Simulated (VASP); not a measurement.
Calculation: PBE GGA, VASP's PBE PAW potentials (set 64) (plane waves; VASP).

The input files of a VASP run:

KPOINTS:
```
kpoints
0
G
 4 3 1
0 0 0
```

POSCAR:
```
ZrB
1
    3.1935870000     0.0000000000     0.0000000000
    0.0000000000     4.5164140000     0.0000000000
    0.0000000000     0.0000000000    20.5164000000
Zr B
3 3
Direct
  0.0000000000   0.7500000000   0.3899320000
  0.0000000000   0.2500000000   0.5000000000
  0.0000000000   0.7500000000   0.6100680000
  0.5000000000   0.2500000000   0.3899320000
  0.5000000000   0.7500000000   0.5000000000
  0.5000000000   0.2500000000   0.6100680000
```

**INCAR**
```
! general
SYSTEM  = ZrB
PREC    = Accurate
ENCUT   = 400
LREAL   = F
LASPH   = T

! electronic loop
EDIFF   = 1E-6
NELM    = 100
ALGO    = Normal
LMAXMIX = 4

! smearing
ISMEAR  = -1
SIGMA   = 0.1

! functional
GGA     = PE

! ions
ISIF    = 2

! output
LWAVE   = F
LCHARG  = F
```

POTCAR, in this order: Zr_sv B (PBE.64 set). Program: vasp_std.

The resulting files:

**OSZICAR**
```
       N       E                     dE             d eps       ncg     rms          rms(c)
DAV:   1     0.347894709231E+03    0.34789E+03   -0.19463E+04   396   0.114E+03
DAV:   2    -0.130489424898E+02   -0.36094E+03   -0.35696E+03   412   0.350E+02
DAV:   3    -0.451336605186E+02   -0.32085E+02   -0.31631E+02   490   0.795E+01
DAV:   4    -0.482225296863E+02   -0.30889E+01   -0.30670E+01   544   0.223E+01
DAV:   5    -0.483356336501E+02   -0.11310E+00   -0.11305E+00   440   0.424E+00    0.185E+01
DAV:   6    -0.416998383230E+02    0.66358E+01   -0.59447E+01   380   0.259E+01    0.675E+00
DAV:   7    -0.412079586760E+02    0.49188E+00   -0.62011E+00   439   0.920E+00    0.366E+00
DAV:   8    -0.411296008216E+02    0.78358E-01   -0.84304E-01   464   0.380E+00    0.111E+00
DAV:   9    -0.411218634323E+02    0.77374E-02   -0.32852E-01   412   0.239E+00    0.758E-01
DAV:  10    -0.411082675664E+02    0.13596E-01   -0.71573E-02   490   0.141E+00    0.359E-01
DAV:  11    -0.411077795145E+02    0.48805E-03   -0.10423E-02   485   0.507E-01    0.150E-01
DAV:  12    -0.411075843822E+02    0.19513E-03   -0.39172E-03   477   0.248E-01    0.794E-02
DAV:  13    -0.411087653438E+02   -0.11810E-02   -0.15451E-03   431   0.126E-01    0.442E-02
DAV:  14    -0.411095076476E+02   -0.74230E-03   -0.79298E-04   408   0.915E-02    0.283E-02
DAV:  15    -0.411101521601E+02   -0.64451E-03   -0.26163E-04   444   0.633E-02    0.142E-02
DAV:  16    -0.411103499107E+02   -0.19775E-03   -0.43581E-05   416   0.283E-02    0.868E-03
DAV:  17    -0.411104497977E+02   -0.99887E-04   -0.30138E-05   330   0.195E-02    0.417E-03
DAV:  18    -0.411105135225E+02   -0.63725E-04   -0.46277E-06   312   0.691E-03    0.246E-03
DAV:  19    -0.411105652231E+02   -0.51701E-04   -0.83343E-06   273   0.621E-03    0.222E-03
DAV:  20    -0.411106506124E+02   -0.85389E-04   -0.11797E-05   273   0.590E-03    0.113E-03
DAV:  21    -0.411106614407E+02   -0.10828E-04   -0.10239E-06   251   0.207E-03    0.494E-04
DAV:  22    -0.411106724437E+02   -0.11003E-04   -0.16574E-06   254   0.191E-03    0.202E-04
DAV:  23    -0.411106732963E+02   -0.85259E-06   -0.81432E-08   196   0.726E-04
   1 F= -.41110673E+02 E0= -.40986588E+02  d E =-.248170E+00
```

File OUTCAR:
```
------------------------ aborting loop because EDIFF is reached ----------------------------------------
  FORCE on cell =-STRESS in cart. coord.  units (eV):
  Direction    XX          YY          ZZ          XY          YZ          ZX
  --------------------------------------------------------------------------------------
  Total      -14.8513521    -21.2496437     -4.3682911      0.0000000      0.0000000      0.0000000
  in kB      -80.4086783   -115.0505187    -23.6509449      0.0000000      0.0000000      0.0000000
  external PRESSURE =     -73.0367140 kB  Pullay stress =       0.0000000 kB
  volume of cell :      295.92
      direct lattice vectors                 reciprocal lattice vectors
     3.193587000  0.000000000  0.000000000     0.313127527  0.000000000  0.000000000
     0.000000000  4.516414000  0.000000000     0.000000000  0.221414600  0.000000000
     0.000000000  0.000000000 20.516400000     0.000000000  0.000000000  0.048741495
 POSITION                                       TOTAL-FORCE (eV/Angst)
 -----------------------------------------------------------------------------------
      0.00000      3.38731      8.00000        -0.000000      0.000000      0.758915
      0.00000      1.12910     10.25820        -0.000000      0.000000      0.000000
      0.00000      3.38731     12.51640         0.000000      0.000000     -0.758915
      1.59679      1.12910      8.00000        -0.000000     -0.000000      0.184501
      1.59679      3.38731     10.25820        -0.000000     -0.000000      0.000000
      1.59679      1.12910     12.51640        -0.000000     -0.000000     -0.184501
 -----------------------------------------------------------------------------------
    total drift:                                0.000000      0.000000     -0.000000
  FREE ENERGIE OF THE ION-ELECTRON SYSTEM (eV)
  ---------------------------------------------------
  free  energy   TOTEN  =       -41.1106732963 eV

  energy  without entropy=      -40.8625035758  energy(sigma->0) =      -40.98658844
```
(Selected blocks of OUTCAR.)

**OUTCAR**
```
 val. band max:       -0.0764424059   @ k =   0.2500   0.0000   0.0000

 cond. band min:      -0.0226966694   @ k =   0.5000   0.3333   0.0000


 Fermi energy:        -0.0663438946

 k-point     1 :       0.0000    0.0000    0.0000
  band No.  band energies     occupation
      1     -49.3434      2.00000
      2     -49.3410      2.00000
      3     -48.8448      2.00000
      4     -27.5333      2.00000
      5     -27.5058      2.00000
      6     -27.3302      2.00000
      7     -27.2685      2.00000
      8     -26.9612      2.00000
      9     -26.9569      2.00000
     10     -26.8458      2.00000
     11     -26.8012      2.00000
     12     -26.6341      2.00000
     13      -8.3364      2.00000
     14      -6.8268      2.00000
     15      -6.1923      2.00000
     16      -1.9584      2.00000
     17      -1.9189      2.00000
     18      -1.5057      2.00000
     19      -1.3833      2.00000
     20      -1.1417      1.99996
     21      -0.6795      1.99566
     22       0.1210      0.26639
     23       0.2279      0.10019
     24       0.6956      0.00098
     25       0.6997      0.00094
     26       1.1522      0.00001
     27       1.3979      0.00000

 k-point     2 :       0.2500    0.0000    0.0000
  band No.  band energies     occupation
      1     -49.3204      2.00000
      2     -49.3180      2.00000
      3     -48.8206      2.00000
      4     -27.5030      2.00000
      5     -27.4770      2.00000
      6     -27.2967      2.00000
      7     -27.2380      2.00000
      8     -27.2199      2.00000
      9     -27.2126      2.00000
     10     -26.9000      2.00000
     11     -26.8162      2.00000
     12     -26.7696      2.00000
     13      -7.4807      2.00000
     14      -6.1855      2.00000
     15      -5.5040      2.00000
     16      -2.5218      2.00000
     17      -2.2248      2.00000
     18      -2.1663      2.00000
     19      -1.5731      2.00000
     20      -1.0515      1.99989
     21      -0.4922      1.97210
...
```

At this cut-off the stress carries a Pulay error, which pulls relaxed volumes low. The cell holds a wide vacuum, so values per volume refer to the whole cell.

The cell is a sheet with vacuum, built from a generated structure.
